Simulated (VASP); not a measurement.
Computed with AM05 GGA, VASP's PBE PAW potentials (set 64) (plane waves; VASP 6.6.1).

VASP input:

### POSCAR
```
MoS2
1.0
  1.5705079559  -2.7201993025   0.0000000000
  1.5705079559   2.7201993025   0.0000000000
  0.0000000000   0.0000000000  13.3883971989
Mo S
2 4
Cart
  1.5705079559   0.9067349143   3.3470992997
  1.5705079559  -0.9067349143  10.0412978992
  1.5705079559   0.9067349143  11.5951835517
  1.5705079559  -0.9067349143   4.9009849522
  1.5705079559  -0.9067349143   1.7932136472
  1.5705079559   0.9067349143   8.4874122467
```

INCAR:
```
SYSTEM=MoS2
PREC=Accurate; ENCUT=520; LREAL=.FALSE.
LASPH=.TRUE.
EDIFF=1E-6; NELM=100; ALGO=Normal
LMAXMIX=4
ISMEAR=0; SIGMA=0.05
GGA=AM
IBRION=2; NSW=60; ISIF=3
EDIFFG=-0.02
LWAVE=.FALSE.; LCHARG=.FALSE.
```

KPOINTS:
```
Automatic mesh
0
Gamma
7 7 2
0 0 0
```

POTCAR, in this order: Mo_sv S (PBE.64 set). Program: vasp_std.

What VASP printed:

OUTCAR:
```
 ion  position               nearest neighbor table
   1  0.333  0.667  0.250-   4 2.39   5 2.39   4 2.39   5 2.39   4 2.39   5 2.39
   2  0.667  0.333  0.750-   3 2.39   6 2.39   3 2.39   6 2.39   3 2.39   6 2.39
   3  0.333  0.667  0.866-   2 2.39   2 2.39   2 2.39
   4  0.667  0.333  0.366-   1 2.39   1 2.39   1 2.39
   5  0.667  0.333  0.134-   1 2.39   1 2.39   1 2.39
   6  0.333  0.667  0.634-   2 2.39   2 2.39   2 2.39
  LATTYP: Found a hexagonal cell.
 ALAT       =     3.1410156773
 C/A-ratio  =     4.2624420170
 Subroutine PRICEL returns:
 Original cell was already a primitive cell.
 Subroutine GETGRP returns: Found 24 space group operations
The static configuration has the point symmetry D_3d.
 The point group associated with its full space group is D_6h.
The dynamic configuration has the point symmetry D_3d.
 Subroutine INISYM returns: Found 24 space group operations
 Subroutine IBZKPT returns following result:
 Found     16 irreducible k-points:

 Following reciprocal coordinates:
            Coordinates               Weight
  0.000000  0.000000  0.000000      1.000000
  0.142857  0.000000  0.000000      6.000000
  0.285714  0.000000  0.000000      6.000000
  0.428571 -0.000000  0.000000      6.000000
  0.142857  0.142857  0.000000      6.000000
  0.285714  0.142857  0.000000     12.000000
  0.428571  0.142857  0.000000      6.000000
  0.285714  0.285714  0.000000      6.000000
  0.000000  0.000000  0.500000      1.000000
  0.142857  0.000000  0.500000      6.000000
  0.285714  0.000000  0.500000      6.000000
  0.428571 -0.000000  0.500000      6.000000
  0.142857  0.142857  0.500000      6.000000
  0.285714  0.142857  0.500000     12.000000
  0.428571  0.142857  0.500000      6.000000
  0.285714  0.285714  0.500000      6.000000
   k-points           NKPTS =     16   k-points in BZ     NKDIM =     16   number of bands    NBANDS=     31
   number of dos      NEDOS =    301   number of ions     NIONS =      6
   total plane-waves  NPLWV =  57600
   dimension x,y,z NGX =    24 NGY =   24 NGZ =  100
   dimension x,y,z NGXF=    48 NGYF=   48 NGZF=  200
   ions per type =               2   4
   PREC   = accura    normal or accurate (medium, high low for compatibility)
   ISTART =      0    job   : 0-new  1-cont  2-samecut
   ICHARG =      2    charge: 1-file 2-atom 10-const
   ISPIN  =      1    spin polarized calculation?
   LNONCOLLINEAR =      F non collinear calculations
   LSORBIT =      F    spin-orbit coupling
   INIWAV =      1    electr: 0-lowe 1-rand  2-diag
   ENCUT  =  520.0 eV  38.22 Ry    6.18 a.u.   5.84  5.84 24.89*2*pi/ulx,y,z
   NELM   =    100;   NELMIN=  2; NELMDL= -5     # of ELM steps
   EDIFF  = 0.1E-05   stopping-criterion for ELM
   LREAL  =      F    real-space projection
   NLSPLINE    = F    spline interpolate recip. space projectors
   LMAXMIX     =    4 max onsite mixed and CHGCAR
   VOSKOWN=      0    Vosko Wilk Nusair interpolation
   EDIFFG = -.2E-01   stopping-criterion for IOM
   NSW    =     60    number of steps for IOM
   NBLOCK =      1;   KBLOCK =     60    inner block; outer block
   IBRION =      2    ionic relax: 0-MD 1-quasi-New 2-CG
   NFREE  =      1    steps in history (QN), initial steepest desc. (CG)
   ISIF   =      3    stress and relaxation
   ISYM   =      2    0-nonsym 1-usesym 2-fastsym
   TEIN   =    0.0    initial temperature
   TEBEG  =    0.0;   TEEND  =   0.0 temperature during run
   SMASS  =  -3.00    Nose mass-parameter (am)
   PSTRESS=    0.0 pullay stress
   NELECT =      52.0000    total number of electrons
   EFERMI =   0.00;   METHOD = LEGACY
   ISMEAR =     0;   SIGMA  =   0.05  broadening in eV -4-tet -1-fermi 0-gaus
   IALGO  =     38    algorithm
   LDIAG  =      T    sub-space diagonalisation (order eigenvalues)
   IMIX   =      4    mixing-type and parameters
...
```

OSZICAR:
```
...
DAV:   2    -0.455019137996E+02    0.82209E-01   -0.68190E-01  1123   0.518E+00    0.158E+00
DAV:   3    -0.454854980416E+02    0.16416E-01   -0.54062E-02  1117   0.122E+00    0.572E-01
DAV:   4    -0.454815396124E+02    0.39584E-02   -0.15002E-02  1115   0.601E-01    0.367E-01
DAV:   5    -0.454813064365E+02    0.23318E-03   -0.16054E-03  1200   0.233E-01    0.240E-01
DAV:   6    -0.454812647891E+02    0.41647E-04   -0.79817E-04  1199   0.146E-01    0.322E-02
DAV:   7    -0.454812624976E+02    0.22915E-05   -0.23380E-04  1090   0.762E-02    0.185E-02
DAV:   8    -0.454812985440E+02   -0.36046E-04   -0.32476E-05   920   0.262E-02    0.118E-02
DAV:   9    -0.454813062750E+02   -0.77310E-05   -0.13982E-05  1123   0.155E-02    0.355E-03
DAV:  10    -0.454813070689E+02   -0.79388E-06   -0.11064E-06   751   0.638E-03
  25 F= -.45481307E+02 E0= -.45481307E+02  d E =-.364869E-02
       N       E                     dE             d eps       ncg     rms          rms(c)
DAV:   1    -0.459079622415E+02   -0.42666E+00   -0.17673E+01  1064   0.266E+01    0.541E+00
DAV:   2    -0.455641911480E+02    0.34377E+00   -0.27210E+00  1114   0.103E+01    0.310E+00
DAV:   3    -0.455013481361E+02    0.62843E-01   -0.20591E-01  1132   0.242E+00    0.112E+00
DAV:   4    -0.454864818057E+02    0.14866E-01   -0.53925E-02  1099   0.116E+00    0.742E-01
DAV:   5    -0.454853683536E+02    0.11135E-02   -0.68983E-03  1224   0.489E-01    0.475E-01
DAV:   6    -0.454850696283E+02    0.29873E-03   -0.34153E-03  1192   0.281E-01    0.570E-02
DAV:   7    -0.454850641897E+02    0.54386E-05   -0.76819E-04  1104   0.145E-01    0.316E-02
DAV:   8    -0.454851806537E+02   -0.11646E-03   -0.14232E-04  1034   0.583E-02    0.260E-02
DAV:   9    -0.454851948647E+02   -0.14211E-04   -0.43544E-05  1196   0.292E-02    0.511E-03
DAV:  10    -0.454851992683E+02   -0.44036E-05   -0.59574E-06  1004   0.134E-02    0.374E-03
DAV:  11    -0.454851994060E+02   -0.13774E-06   -0.50609E-07   758   0.400E-03
  26 F= -.45485199E+02 E0= -.45485199E+02  d E =-.754103E-02
       N       E                     dE             d eps       ncg     rms          rms(c)
DAV:   1    -0.472620917706E+02   -0.17769E+01   -0.73306E+01  1078   0.540E+01    0.111E+01
DAV:   2    -0.599444286037E+06   -0.59940E+06   -0.58164E+06  1912   0.219E+03    0.289E+02
DAV:   3    -0.235740583017E+10   -0.23568E+10   -0.69624E+09  1768   0.224E+08    0.343E+02
DAV:   4    -0.923200118164E+10   -0.68746E+10   -0.28790E+10  1439   0.828E+08    0.344E+02
DAV:   5    -0.715252460808E+10    0.20795E+10   -0.23913E+10  1495   0.652E+08    0.353E+02
DAV:   6    -0.877371429916E+10   -0.16212E+10   -0.26189E+10  1540   0.777E+08    0.360E+02
DAV:   7    -0.749820277830E+10    0.12755E+10   -0.22240E+10  1501   0.601E+08    0.352E+02
DAV:   8    -0.878507611274E+10   -0.12869E+10   -0.24337E+10  1307   0.749E+08    0.363E+02
DAV:   9    -0.689668842548E+10    0.18884E+10   -0.19460E+10  1509   0.565E+08    0.349E+02
DAV:  10    -0.886315880014E+10   -0.19665E+10   -0.25726E+10  1483   0.751E+08    0.362E+02
DAV:  11    -0.715221564090E+10    0.17109E+10   -0.21388E+10  1624   0.582E+08    0.349E+02
DAV:  12    -0.892141117504E+10   -0.17692E+10   -0.26582E+10  1401   0.746E+08    0.361E+02
DAV:  13    -0.721903196320E+10    0.17024E+10   -0.22315E+10  1639   0.591E+08    0.349E+02
DAV:  14    -0.897021558097E+10   -0.17512E+10   -0.27412E+10  1379   0.745E+08    0.360E+02
DAV:  15    -0.735286074387E+10    0.16174E+10   -0.22746E+10  1622   0.604E+08    0.349E+02
DAV:  16    -0.881102567364E+10   -0.14582E+10   -0.26657E+10  1405   0.730E+08    0.360E+02
DAV:  17    -0.742220985514E+10    0.13888E+10   -0.22471E+10  1638   0.593E+08    0.349E+02
DAV:  18    -0.861047177664E+10   -0.11883E+10   -0.25506E+10  1334   0.722E+08    0.360E+02
DAV:  19    -0.717127925103E+10    0.14392E+10   -0.21813E+10  1639   0.573E+08    0.347E+02
DAV:  20    -0.886425808734E+10   -0.16930E+10   -0.27063E+10  1453   0.714E+08    0.358E+02
DAV:  21    -0.732892888788E+10    0.15353E+10   -0.22523E+10  1659   0.572E+08    0.348E+02
DAV:  22    -0.859121540183E+10   -0.12623E+10   -0.25579E+10  1413   0.712E+08    0.358E+02
DAV:  23    -0.755409236418E+10    0.10371E+10   -0.23001E+10  1622   0.597E+08    0.348E+02
DAV:  24    -0.882787834671E+10   -0.12738E+10   -0.27330E+10  1525   0.778E+08    0.359E+02
DAV:  25    -0.758278178746E+10    0.12451E+10   -0.22850E+10  1647   0.603E+08    0.350E+02
DAV:  26    -0.869203993330E+10   -0.11093E+10   -0.25237E+10  1416   0.773E+08    0.360E+02
DAV:  27    -0.737620963780E+10    0.13158E+10   -0.21697E+10  1582   0.608E+08    0.350E+02
DAV:  28    -0.880857300415E+10   -0.14324E+10   -0.25925E+10  1496   0.761E+08    0.360E+02
DAV:  29    -0.746986781561E+10    0.13387E+10   -0.22003E+10  1575   0.597E+08    0.350E+02
DAV:  30    -0.852191689003E+10   -0.10520E+10   -0.24276E+10  1398   0.752E+08    0.359E+02
DAV:  31    -0.720163085708E+10    0.13203E+10   -0.20826E+10  1616   0.571E+08    0.349E+02
DAV:  32    -0.873182783014E+10   -0.15302E+10   -0.25168E+10  1375   0.753E+08    0.358E+02
DAV:  33    -0.724594011069E+10    0.14859E+10   -0.21397E+10  1608   0.587E+08    0.349E+02
DAV:  34    -0.874276891382E+10   -0.14968E+10   -0.25927E+10  1444   0.763E+08    0.357E+02
DAV:  35    -0.747141447037E+10    0.12714E+10   -0.22740E+10  1640   0.599E+08    0.351E+02
DAV:  36    -0.860761270915E+10   -0.11362E+10   -0.24325E+10  1466   0.770E+08    0.359E+02
DAV:  37    -0.731563792516E+10    0.12920E+10   -0.21176E+10  1696   0.590E+08    0.350E+02
DAV:  38    -0.888583021867E+10   -0.15702E+10   -0.25984E+10  1381   0.807E+08    0.360E+02
DAV:  39    -0.712425476657E+10    0.17616E+10   -0.20542E+10  1568   0.590E+08    0.349E+02
DAV:  40    -0.885849059996E+10   -0.17342E+10   -0.25249E+10  1392   0.807E+08    0.360E+02
DAV:  41    -0.688564301363E+10    0.19728E+10   -0.19602E+10  1552   0.556E+08    0.349E+02
DAV:  42    -0.894817919269E+10   -0.20625E+10   -0.26011E+10  1407   0.789E+08    0.361E+02
DAV:  43    -0.711650715359E+10    0.18317E+10   -0.21305E+10  1561   0.577E+08    0.348E+02
DAV:  44    -0.899139289175E+10   -0.18749E+10   -0.27754E+10  1524   0.760E+08    0.357E+02
DAV:  45    -0.764910555383E+10    0.13423E+10   -0.23491E+10  1576   0.601E+08    0.351E+02
DAV:  46    -0.837622159446E+10   -0.72712E+09   -0.23177E+10  1412   0.730E+08    0.357E+02
DAV:  47    -0.847233600865E+10   -0.96114E+08   -0.27235E+10  1642   0.742E+08    0.356E+02
DAV:  48    -0.335193879970E+11   -0.25047E+11   -0.13563E+11  1984   0.340E+09    0.130E+04
DAV:  49    -0.449614782317E+11   -0.11442E+11   -0.11448E+11  1732   0.442E+09    0.139E+04
DAV:  50    -0.489310429745E+11   -0.39696E+10   -0.56508E+10  1832   0.409E+09    0.152E+04
DAV:  51    -0.493049514273E+11   -0.37391E+09   -0.13016E+10  1904   0.182E+09    0.180E+04
DAV:  52    -0.336999054007E+11    0.15605E+11   -0.40121E+09  1262   0.179E+09    0.203E+04
DAV:  53    -0.178598415943E+11    0.15840E+11   -0.94219E+10  1836   0.419E+08    0.509E+02
DAV:  54    -0.294209447714E+11   -0.11561E+11   -0.16205E+10  1222   0.159E+09    0.523E+02
DAV:  55    -0.368865640646E+11   -0.74656E+10   -0.15991E+09  1616   0.479E+08    0.557E+02
DAV:  56    -0.495725705274E+11   -0.12686E+11   -0.49248E+08  1300   0.365E+08    0.610E+02
DAV:  57    -0.585708801623E+11   -0.89983E+10   -0.61918E+08  1450   0.430E+08    0.635E+02
DAV:  58    -0.641270555860E+11   -0.55562E+10   -0.75644E+08  1441   0.477E+08    0.646E+02
DAV:  59    -0.633877271209E+11    0.73933E+09   -0.30029E+08  1092   0.220E+08    0.643E+02
DAV:  60    -0.685691885997E+11   -0.51815E+10   -0.11500E+09  1152   0.667E+08    0.636E+02
DAV:  61    -0.602239781213E+11    0.83452E+10   -0.99819E+08  1648   0.437E+08    0.600E+02
DAV:  62    -0.461413044722E+11    0.14083E+11   -0.47862E+08  1247   0.276E+08    0.553E+02
DAV:  63    -0.456562077391E+11    0.48510E+09   -0.85136E+08  1013   0.321E+08    0.546E+02
DAV:  64    -0.453919617027E+11    0.26425E+09   -0.61975E+08  1378   0.286E+08    0.549E+02
DAV:  65    -0.297247424132E+11    0.15667E+11   -0.12206E+09  1006   0.450E+08    0.485E+02
DAV:  66    -0.256789579470E+11    0.40458E+10   -0.27504E+08  1760   0.230E+08    0.475E+02
```

**OUTCAR**
```
------------------------ aborting loop because EDIFF is reached ----------------------------------------
  FORCE on cell =-STRESS in cart. coord.  units (eV):
  Direction    XX          YY          ZZ          XY          YZ          ZX
  --------------------------------------------------------------------------------------
  Total        0.2156804      0.2156804      0.5881983      0.0000000      0.0000000     -0.0000000
  in kB        2.5103356      2.5103351      6.8461250      0.0000000      0.0000000     -0.0000000
  external PRESSURE =       3.9555985 kB  Pullay stress =       0.0000000 kB
  volume of cell :      137.65
      direct lattice vectors                 reciprocal lattice vectors
     1.569027276 -2.717634690  0.000000000     0.318668775 -0.183983521  0.000000000
     1.569027276  2.717634690  0.000000000     0.318668775  0.183983521 -0.000000000
    -0.000000000  0.000000000 16.141278683    -0.000000000 -0.000000000  0.061952960
 POSITION                                       TOTAL-FORCE (eV/Angst)
 -----------------------------------------------------------------------------------
      1.56903      0.90588      4.03532         0.000000      0.000000      0.000000
      1.56903     -0.90588     12.10596        -0.000000     -0.000000      0.000000
      1.56903      0.90588     13.65530        -0.000000     -0.000000      0.116391
      1.56903     -0.90588      5.58466         0.000000      0.000000      0.116391
      1.56903     -0.90588      2.48597         0.000000      0.000000     -0.116391
      1.56903      0.90588     10.55661         0.000000     -0.000000     -0.116391
 -----------------------------------------------------------------------------------
    total drift:                               -0.000218      0.001714     -0.000030
  FREE ENERGIE OF THE ION-ELECTRON SYSTEM (eV)
  ---------------------------------------------------
  free  energy   TOTEN  =       -45.4851994060 eV

  energy  without entropy=      -45.4851994060  energy(sigma->0) =      -45.48519941
```
(Selected blocks of OUTCAR.)

File CONTCAR:
```
MoS2
   1.00000000000000
     1.5690272755393178   -2.7176346898189903    0.0000000000000000
     1.5690272755393178    2.7176346898189911    0.0000000000000000
    -0.0000000000000000    0.0000000000000000   16.1412786832498902
  Mo              S
     2     4
Direct
     0.3333330000000032    0.6666669999999968    0.2500000000000000
     0.6666669999999968    0.3333330000000032    0.7500000000000000
     0.3333330000000032    0.6666669999999968    0.8459865200363883
     0.6666669999999968    0.3333330000000032    0.3459865200363884
     0.6666669999999968    0.3333330000000032    0.1540134799636118
     0.3333330000000032    0.6666669999999968    0.6540134799636117
```

### stdout
```
...
DAV:  44    -0.899139289175E+10   -0.18749E+10   -0.27754E+10  1524   0.760E+08    0.357E+02
DAV:  45    -0.764910555383E+10    0.13423E+10   -0.23491E+10  1576   0.601E+08    0.351E+02
DAV:  46    -0.837622159446E+10   -0.72712E+09   -0.23177E+10  1412   0.730E+08    0.357E+02
DAV:  47    -0.847233600865E+10   -0.96114E+08   -0.27235E+10  1642   0.742E+08    0.356E+02
DAV:  48    -0.335193879970E+11   -0.25047E+11   -0.13563E+11  1984   0.340E+09    0.130E+04
DAV:  49    -0.449614782317E+11   -0.11442E+11   -0.11448E+11  1732   0.442E+09    0.139E+04
DAV:  50    -0.489310429745E+11   -0.39696E+10   -0.56508E+10  1832   0.409E+09    0.152E+04
DAV:  51    -0.493049514273E+11   -0.37391E+09   -0.13016E+10  1904   0.182E+09    0.180E+04
DAV:  52    -0.336999054007E+11    0.15605E+11   -0.40121E+09  1262   0.179E+09    0.203E+04
DAV:  53    -0.178598415943E+11    0.15840E+11   -0.94219E+10  1836   0.419E+08    0.509E+02
DAV:  54    -0.294209447714E+11   -0.11561E+11   -0.16205E+10  1222   0.159E+09    0.523E+02
DAV:  55    -0.368865640646E+11   -0.74656E+10   -0.15991E+09  1616   0.479E+08    0.557E+02
DAV:  56    -0.495725705274E+11   -0.12686E+11   -0.49248E+08  1300   0.365E+08    0.610E+02
DAV:  57    -0.585708801623E+11   -0.89983E+10   -0.61918E+08  1450   0.430E+08    0.635E+02
DAV:  58    -0.641270555860E+11   -0.55562E+10   -0.75644E+08  1441   0.477E+08    0.646E+02
DAV:  59    -0.633877271209E+11    0.73933E+09   -0.30029E+08  1092   0.220E+08    0.643E+02
DAV:  60    -0.685691885997E+11   -0.51815E+10   -0.11500E+09  1152   0.667E+08    0.636E+02
DAV:  61    -0.602239781213E+11    0.83452E+10   -0.99819E+08  1648   0.437E+08    0.600E+02
DAV:  62    -0.461413044722E+11    0.14083E+11   -0.47862E+08  1247   0.276E+08    0.553E+02
DAV:  63    -0.456562077391E+11    0.48510E+09   -0.85136E+08  1013   0.321E+08    0.546E+02
DAV:  64    -0.453919617027E+11    0.26425E+09   -0.61975E+08  1378   0.286E+08    0.549E+02
DAV:  65    -0.297247424132E+11    0.15667E+11   -0.12206E+09  1006   0.450E+08    0.485E+02
DAV:  66    -0.256789579470E+11    0.40458E+10   -0.27504E+08  1760   0.230E+08    0.475E+02

 -----------------------------------------------------------------------------
|                                                                             |
|     EEEEEEE  RRRRRR   RRRRRR   OOOOOOO  RRRRRR      ###     ###     ###     |
|     E        R     R  R     R  O     O  R     R     ###     ###     ###     |
|     E        R     R  R     R  O     O  R     R     ###     ###     ###     |
|     EEEEE    RRRRRR   RRRRRR   O     O  RRRRRR       #       #       #      |
|     E        R   R    R   R    O     O  R   R                               |
|     E        R    R   R    R   O     O  R    R      ###     ###     ###     |
|     EEEEEEE  R     R  R     R  OOOOOOO  R     R     ###     ###     ###     |
|                                                                             |
|     ERROR FEXCP: supplied Exchange-correletion table                        |
|      is too small, maximal index : 3852                                     |
|                                                                             |
|       ---->  I REFUSE TO CONTINUE WITH THIS SICK JOB ... BYE!!! <----       |
|                                                                             |
 -----------------------------------------------------------------------------
```

VASP stops with an error: ERROR FEXCP: supplied Exchange-correletion table is too small, maximal index : 3852 ----> I REFUSE TO CONTINUE WITH THIS SICK JOB ... BYE!!! <----

The run did not end as a converged relaxation. Energy and stress use the plane-wave basis of the starting cell. Without a dispersion term in the relaxation, distances and binding between the weakly bound layers, chains or molecules are unreliable, and so is what depends on them.

The compound is MoS2 in the 2H layered structure. This run relaxes it. Symmetry was kept, so distortions that lower it aren't found. The start is the result of an earlier pass.
